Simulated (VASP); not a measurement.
The input files of a VASP run:

POSCAR:
```
NiO
1
    4.1183677327     2.0517294740     2.0517294740
    2.0517294740     4.1183677327     2.0517294740
    2.0517294740     2.0517294740     4.1183677327
Ni O
2 2
Direct
  0.0000000000   0.0000000000   0.0000000000
  0.5000000000   0.5000000000   0.5000000000
  0.2500000000   0.2500000000   0.2500000000
  0.7500000000   0.7500000000   0.7500000000
```

### KPOINTS
```
K-points
0
gamma
 9 9 9
0 0 0
```

### INCAR
```
SYSTEM = NiO
PREC = Accurate
ENCUT = 620
EDIFF = 1E-6
NELM = 100
ALGO = Normal
LREAL = .FALSE.
LASPH = .TRUE.
ISMEAR = 0
SIGMA = 0.05
GGA = PE
LMAXMIX = 4
ISPIN = 2
MAGMOM = 1.4 -1.4 0.0 0.0
LORBIT = 10
LWAVE = .FALSE.
LCHARG = .FALSE.
IBRION = 2
ISIF = 3
NSW = 40
EDIFFG = -0.02
PSTRESS = 200
```

POTCAR, in this order: Ni O (PBE.64 set). Program: vasp_std.

Question: Write an equivalent input for Ansatz.

Answer: One equivalent input (not run):
Ansatz 0.2 input:
```yaml
crystal:
  lattice:
    - [4.1183677, 2.0517295, 2.0517295]
    - [2.0517295, 4.1183677, 2.0517295]
    - [2.0517295, 2.0517295, 4.1183677]
  atoms:
    - { symbol: Ni, position: [0.0000000, 0.0000000, 0.0000000], spin: 1.4 }
    - { symbol: Ni, position: [0.5000000, 0.5000000, 0.5000000], spin: -1.4 }
    - { symbol: O, position: [0.2500000, 0.2500000, 0.2500000] }
    - { symbol: O, position: [0.7500000, 0.7500000, 0.7500000] }
kpoints:
  mp_grid: { grid: [9, 9, 9] }
hamiltonian:
  xc: pbe
  pseudopotentials: { kind: paw }
magnetization: { spin_polarized: true }
scf:
  occupations: { method: gaussian, width: 0.05 }
  max_iter: 100
relax:
  max_steps: 40
  f_tol: 0.02
  cell: { p_target: 20 }
output: { forces: true, stress: true, eigenvalues: true }
```
Limits of the translation: each code has its own PAW files, so the cut-off isn't converted (ENCUT is set for VASP's; basis.ecutwfc is left out, and Ansatz then takes the one that its files recommend); Ansatz stops its SCF on the density residual and VASP on the energy change (EDIFF).

The compound is NiO in the rock salt, AFM-II order structure. This run relaxes it under an external pressure of 20 GPa. Symmetry was kept, so distortions that lower it aren't found.
